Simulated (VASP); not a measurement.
# YSiF2 (P-3m1) in VASP: a series of runs

Runs on YSiF2. Level: PBE. Tasks: single point.

Everything below comes from runs of VASP 6.6.1. Logs are shortened: lines on timing, memory, paths and dates and some standing lists are left out, and cuts for length are marked.

## 1. The cell of the first run

The structure is trigonal, space group P-3m1 (No. 164). The conventional cell has a = 3.831 Å, b = 3.831 Å, c = 6.231 Å, α = 90.00°, β = 90.00°, γ = 120.00°. Y (site symmetry -3m) has 6 F at 2.28 Å as nearest neighbours. Si (site symmetry -3m) has 2 Y at 3.12 Å and 6 F at 3.39 Å as nearest neighbours. F (site symmetry 3m) has 3 Y at 2.28 Å and 3 F at 2.46 Å as nearest neighbours.

The cell was built by a generator and needn't be a form met in nature.

## 2. Single point, PBE (species swapped into the Sn2PdAu type (P-3m1, No. 164))

The input, INCAR:

```
SYSTEM = YSiF2
ALGO = Fast ; EDIFF = 1E-7
ENCUT = 520 ; GGA = PE
ISIF = 2 ; ISMEAR = 0
LASPH = .TRUE. ; LCHARG = .FALSE.
LREAL = .FALSE. ; LWAVE = .FALSE.
NBANDS = 22 ; NELM = 100
PREC = Accurate ; SIGMA = 0.1
```

The input, KPOINTS:

```
k-points
0
G
  15 15 8
  0 0 0
```

The input, POSCAR:

```
YSiF2
1.0
    3.8307098352      0.0000000000      0.0000000000
   -1.9153549176      3.3174920318      0.0000000000
    0.0000000000      0.0000000000      6.2310525772
Y Si F
1 1 2
Direct
    0.0000000000      0.0000000000      0.5000000000
    0.0000000000      0.0000000000      0.0000000000
    0.3333333333      0.6666666667      0.4129727214
    0.6666666667      0.3333333333      0.5870272786
```

Potentials or basis: VASP PAW PBE potentials, release 64 (Y_sv, Si, F).

Command:

```bash
> cat potpaw_PBE.64/Y_sv/POTCAR potpaw_PBE.64/Si/POTCAR potpaw_PBE.64/F/POTCAR > POTCAR
> mpirun -np 1 vasp_std > vasp.out
```

OUTCAR:

```text
SYSTEM = YSiF2
   EDIFF = 1E-7
   ENCUT = 520
   GGA = PE
   ISIF = 2
   ISMEAR = 0
   LASPH = .TRUE.
   LREAL = .FALSE.
   NELM = 100
   PREC = Accurate

 ion  position               nearest neighbor table
   1  0.000  0.000  0.500-   3 2.28   4 2.28   3 2.28   4 2.28   4 2.28   3 2.28   2 3.12   2 3.12

   2  0.000  0.000  0.000-   1 3.12   1 3.12
   3  0.333  0.667  0.413-   1 2.28   1 2.28   1 2.28
   4  0.667  0.333  0.587-   1 2.28   1 2.28   1 2.28

  LATTYP: Found a hexagonal cell.
 ALAT       =     3.8307098352
 C/A-ratio  =     1.6266052103

  Lattice vectors:

 A1 = (   3.8307098352,   0.0000000000,   0.0000000000)
 A2 = (  -1.9153549176,   3.3174920318,   0.0000000000)
 A3 = (   0.0000000000,   0.0000000000,   6.2310525772)

Analysis of symmetry for initial positions (statically):
=====================================================================
 Subroutine PRICEL returns:
 Original cell was already a primitive cell.

 Routine SETGRP: Setting up the symmetry group for a
 hexagonal supercell.

 Subroutine GETGRP returns: Found 12 space group operations
 (whereof 12 operations were pure point group operations)
 out of a pool of 24 trial point group operations.

The static configuration has the point symmetry D_3d.

Analysis of symmetry for dynamics (positions and initial velocities):
=====================================================================
 Subroutine PRICEL returns:
 Original cell was already a primitive cell.

 Routine SETGRP: Setting up the symmetry group for a
 hexagonal supercell.

 Subroutine GETGRP returns: Found 12 space group operations
 (whereof 12 operations were pure point group operations)
 out of a pool of 24 trial point group operations.

The dynamic configuration has the point symmetry D_3d.

 Subroutine INISYM returns: Found 12 space group operations
 (whereof 12 operations are pure point group operations),
 and found     1 'primitive' translations

----------------------------------------------------------------------------------------

                                     Primitive cell

  volume of cell :      79.1864

  direct lattice vectors                    reciprocal lattice vectors
     3.830709835  0.000000000  0.000000000     0.261048224  0.150716263  0.000000000
    -1.915354918  3.317492032  0.000000000     0.000000000  0.301432525  0.000000000
     0.000000000  0.000000000  6.231052577     0.000000000  0.000000000  0.160486529

  length of vectors
     3.830709835  3.830709835  6.231052577     0.301432525  0.301432525  0.160486529

  position of ions in fractional coordinates (direct lattice)
     0.000000000  0.000000000  0.500000000
     0.000000000  0.000000000  0.000000000
     0.333333333  0.666666667  0.412972721
     0.666666667  0.333333333  0.587027279

  ion indices of the primitive-cell ions
   primitive index   ion index
                 1           1
                 2           2
                 3           3
                 4           4

----------------------------------------------------------------------------------------

 KPOINTS: k-points

Automatic generation of k-mesh.
 Grid dimensions read from file:
 generate k-points for:   15   15    8

 Generating k-lattice:

  Cartesian coordinates                     Fractional coordinates (reciprocal lattice)
     0.017403215  0.010047751  0.000000000     0.066666667  0.000000000  0.000000000
     0.000000000  0.020095502  0.000000000     0.000000000  0.066666667  0.000000000
     0.000000000  0.000000000  0.020060816     0.000000000  0.000000000  0.125000000

  Length of vectors
     0.020095502  0.020095502  0.020060816

  Shift w.r.t. Gamma in fractional coordinates (k-lattice)
     0.000000000  0.000000000  0.000000000

 Subroutine IBZKPT returns following result:
 ===========================================

 Found    192 irreducible k-points:

 Following reciprocal coordinates:
            Coordinates               Weight
  0.000000  0.000000  0.000000      1.000000
  0.066667  0.000000  0.000000      6.000000
  0.133333  0.000000  0.000000      6.000000
  0.200000  0.000000  0.000000      6.000000
  0.266667  0.000000  0.000000      6.000000
  0.333333  0.000000  0.000000      6.000000
[... 16 lines left out ...]
  0.333333  0.200000  0.000000     12.000000
  0.400000  0.200000  0.000000      6.000000
 [... further k-points ...]
   k-points           NKPTS =    192   k-points in BZ     NKDIM =    192   number of bands    NBANDS=     22
   number of dos      NEDOS =    301   number of ions     NIONS =      4
   total plane-waves  NPLWV =  37632
   dimension x,y,z NGX =    28 NGY =   28 NGZ =   48
   dimension x,y,z NGXF=    56 NGYF=   56 NGZF=   96
   ions per type =               1   1   2
   NGX,Y,Z   is equivalent  to a cutoff of  12.15, 12.15, 12.81 a.u.
   NGXF,Y,Z  is equivalent  to a cutoff of  24.30, 24.30, 25.61 a.u.
 SYSTEM =  YSiF2
   PREC   = accura    normal or accurate (medium, high low for compatibility)
   ISTART =      0    job   : 0-new  1-cont  2-samecut
   ICHARG =      2    charge: 1-file 2-atom 10-const
   ISPIN  =      1    spin polarized calculation?
   LNONCOLLINEAR =      F non collinear calculations
   LSORBIT =      F    spin-orbit coupling
   LASPH  =      T    aspherical Exc in radial PAW
   ENCUT  =  520.0 eV  38.22 Ry    6.18 a.u.   7.12  7.12 11.59*2*pi/ulx,y,z
   NELM   =    100;   NELMIN=  2; NELMDL= -5     # of ELM steps
   EDIFF  = 0.1E-06   stopping-criterion for ELM
   LREAL  =      F    real-space projection
   EDIFFG = 0.1E-05   stopping-criterion for IOM
   NSW    =      0    number of steps for IOM
   IBRION =     -1    ionic relax: 0-MD 1-quasi-New 2-CG
   NFREE  =      0    steps in history (QN), initial steepest desc. (CG)
   ISIF   =      2    stress and relaxation
   ISYM   =      2    0-nonsym 1-usesym 2-fastsym
   POTIM  = 0.5000    time-step for ionic-motion
   TEBEG  =    0.0;   TEEND  =   0.0 temperature during run
   PSTRESS=    0.0 pullay stress
   NELECT =      29.0000    total number of electrons
   NUPDOWN=      -1.0000    fix difference up-down
   EMIN   =  10.00;   EMAX   =-10.00  energy-range for DOS
   EFERMI =   0.00;   METHOD = LEGACY
   ISMEAR =     0;   SIGMA  =   0.10  broadening in eV -4-tet -1-fermi 0-gaus
   EFERMI_NEDOS =   21; number of points for ismear=-14 and -15
   IALGO  =     68    algorithm
   IMIX   =      4    mixing-type and parameters
     AMIX     =   0.40;   BMIX     =  1.00
     AMIX_MAG =   1.60;   BMIX_MAG =  1.00
  volume/ion in A,a.u.               =      19.80       133.59
  Fermi-wavevector in a.u.,A,eV,Ry     =   1.171271  2.213381 18.665496  1.371875
  Thomas-Fermi vector in A             =   2.307717
   LORBIT       =      0    0 simple, 1 ext, 2 COOP (PROOUT), +10 PAW based schemes
   GGA     = PE    functional components
   LHFCALC =     F    Hartree Fock is set to
   AEXX    =    0.0000 exact exchange contribution
   IVDW    =     0    specifies the selected vdW correction
   LEPSILON=     F    determine dielectric tensor
   LRPA    =     F    only Hartree local field effects (RPA)
 non-spin polarized calculation
 RMM-DIIS sequential band-by-band and
 Gauss-broadening in eV      SIGMA  =   0.10
  energy-cutoff  :      520.00
  volume of cell :       79.19
 maximum number of plane-waves:      2154
   NGX = 15   NGY = 15   NGZ = 23

 number of electron      28.9999994 magnetization

 Free energy of the ion-electron system (eV)
  ---------------------------------------------------
  ext. energy  EPLUGINS =         0.00000000
  ---------------------------------------------------
  free energy    TOTEN  =       -24.24023652 eV

  energy without entropy =      -24.23041321  energy(sigma->0) =      -24.23532486

 E-fermi :   2.9180     XC(G=0):  -9.0248

 val. band max:        2.9164347630   @ k =   0.3333   0.2667   0.0000
 cond. band min:       2.9266793530   @ k =   0.2667   0.0667   0.1250
 fundamental gap:      0.0102445900
 Fermi energy:         2.9180152272

 k-point     1 :       0.0000    0.0000    0.0000
  band No.  band energies     occupation
      1     -40.4593      2.00000
      2     -22.6888      2.00000
      3     -22.1054      2.00000
      4     -20.4109      2.00000
      5     -20.4109      2.00000
      6     -19.9941      2.00000
[... 14 lines left out ...]
     21       9.5004      0.00000
     22       9.5004      0.00000

 k-point     2 :       0.0667    0.0000    0.0000
  band No.  band energies     occupation
      1     -40.4575      2.00000
      2     -22.7462      2.00000
      3     -22.1068      2.00000
      4     -20.4157      2.00000
      5     -20.3389      2.00000
      6     -20.0073      2.00000
[... 14 lines left out ...]
     21       9.3976      0.00000
     22       9.4616      0.00000

 k-point     3 :       0.1333    0.0000    0.0000
  band No.  band energies     occupation
      1     -40.4524      2.00000
      2     -22.8902      2.00000
      3     -22.1131      2.00000
      4     -20.4293      2.00000
      5     -20.1687      2.00000
      6     -20.0241      2.00000
[... 14 lines left out ...]
     21       9.1217      0.00000
     22       9.3521      0.00000

 k-point     4 :       0.2000    0.0000    0.0000
  band No.  band energies     occupation
      1     -40.4449      2.00000
      2     -23.0705      2.00000
      3     -22.1273      2.00000
      4     -20.4492      2.00000
      5     -20.1420      2.00000
      6     -19.8491      2.00000
[... 14 lines left out ...]
     21       8.8455      0.00000
     22       9.1910      0.00000

 k-point     5 :       0.2667    0.0000    0.0000
  band No.  band energies     occupation
      1     -40.4362      2.00000
      2     -23.2467      2.00000
      3     -22.1472      2.00000
      4     -20.4719      2.00000
      5     -20.2011      2.00000
      6     -19.5800      2.00000
[... 14 lines left out ...]
     21       9.0070      0.00000
     22       9.0885      0.00000

 k-point     6 :       0.3333    0.0000    0.0000
  band No.  band energies     occupation
      1     -40.4280      2.00000
      2     -23.3945      2.00000
      3     -22.1691      2.00000
      4     -20.4934      2.00000
      5     -20.2594      2.00000
      6     -19.3338      2.00000
[... 14 lines left out ...]
     21       8.8329      0.00000
     22       9.4440      0.00000

 k-point     7 :       0.4000    0.0000    0.0000
  band No.  band energies     occupation
      1     -40.4215      2.00000
      2     -23.4995      2.00000
      3     -22.1876      2.00000
      4     -20.5100      2.00000
      5     -20.3032      2.00000
      6     -19.1485      2.00000
[... 324 lines left out ...]
      6     -19.1454      2.00000
[... 14 lines left out ...]
     21       8.2320      0.00000
     22      10.3745      0.00000

 k-point    21 :       0.2000    0.2000    0.0000
  band No.  band energies     occupation
      1     -40.4260      2.00000
      2     -23.3352      2.00000
      3     -22.3976      2.00000
      4     -20.3951      2.00000
      5     -20.0542      2.00000
      6     -19.4666      2.00000
[... 14 lines left out ...]
     21       8.2759      0.00000
     22      10.0196      0.00000

 k-point    22 :       0.2667    0.2000    0.0000
  band No.  band energies     occupation
      1     -40.4198      2.00000
      2     -23.3733      2.00000
      3     -22.5416      2.00000
      4     -20.3581      2.00000
      5     -20.0168      2.00000
      6     -19.3558      2.00000
[... 14 lines left out ...]
     21       8.0631      0.00000
     22      10.5371      0.00000

 k-point    23 :       0.3333    0.2000    0.0000
  band No.  band energies     occupation
      1     -40.4157      2.00000
      2     -23.3858      2.00000
      3     -22.6513      2.00000
      4     -20.3313      2.00000
      5     -19.9962      2.00000
      6     -19.2772      2.00000
[... 14 lines left out ...]
     21       7.9279      0.00000
     22      10.9966      0.00000

 k-point    24 :       0.4000    0.2000    0.0000
  band No.  band energies     occupation
      1     -40.4142      2.00000
      2     -23.3872      2.00000
      3     -22.6928      2.00000
      4     -20.3215      2.00000
      5     -19.9901      2.00000
      6     -19.2486      2.00000
[... 14 lines left out ...]
     21       7.8816      0.00000
     22      11.2138      0.00000

 [... further k-points ...]
[... 5 lines left out ...]
  --------------------------------------------------------------------------------------
  -------------------------------------------------------------------------------------
  Total       -0.0080072     -0.0080072     -0.0762818      0.0000000     -0.0000000      0.0000000
  in kB       -0.1620091     -0.1620091     -1.5434086      0.0000000     -0.0000000      0.0000000
  external PRESSURE =      -0.6224756 kB  Pullay stress =       0.0000000 kB

 VOLUME and BASIS-vectors are now :
 -----------------------------------------------------------------------------
  energy-cutoff  :      520.00
  volume of cell :       79.19
      direct lattice vectors                 reciprocal lattice vectors
     3.830709835  0.000000000  0.000000000     0.261048224  0.150716263  0.000000000
    -1.915354918  3.317492032  0.000000000     0.000000000  0.301432525  0.000000000
     0.000000000  0.000000000  6.231052577     0.000000000  0.000000000  0.160486529

 POSITION                                       TOTAL-FORCE (eV/Angst)
 -----------------------------------------------------------------------------------
      0.00000      0.00000      3.11553        -0.000000      0.000000      0.000000
      0.00000      0.00000      0.00000        -0.000000      0.000000      0.000000
     -0.00000      2.21166      2.57325         0.000000     -0.000000     -0.001225
      1.91535      1.10583      3.65780        -0.000000      0.000000      0.001225
 -----------------------------------------------------------------------------------
    total drift:                                0.000000      0.000000      0.000000

  FREE ENERGIE OF THE ION-ELECTRON SYSTEM (eV)
  ---------------------------------------------------
  free  energy   TOTEN  =       -24.2402365170 eV

  energy  without entropy=      -24.2304132065  energy(sigma->0) =      -24.23532486
```

Run time: 9 min. Hardware: 1 thread of Intel Xeon Platinum 8259CL at 2.50GHz (Skylake/Cascade Lake), shared host; peak memory 0.47 GiB.

Results:

```
Free energy            : -24.2402 eV
Pressure               : -0.1 GPa
Band gap on the k mesh : none (metal or under the smearing width)
```

Stress tensor (GPa, compression positive):
```
-0.02  0.00  0.00
 0.00 -0.02  0.00
 0.00  0.00 -0.15
```

Levels at points of the mesh, in eV from the Fermi level:
```tsv
k point	band 11	band 12	band 13	band 14	band 15	band 16	band 17	band 18
(0.00, 0.00, 0.00)	-6.08	-5.70	-5.70	-0.37	2.68	2.82	2.82	3.17
(0.00, 0.00, 0.50)	-5.80	-5.70	-5.70	-1.88	2.17	2.17	4.20	4.20
```

Caveat: an odd number of electrons without spin polarisation forces a metal; a magnetic or distorted state may lie lower.

(Part 1 of 2 ends here.)
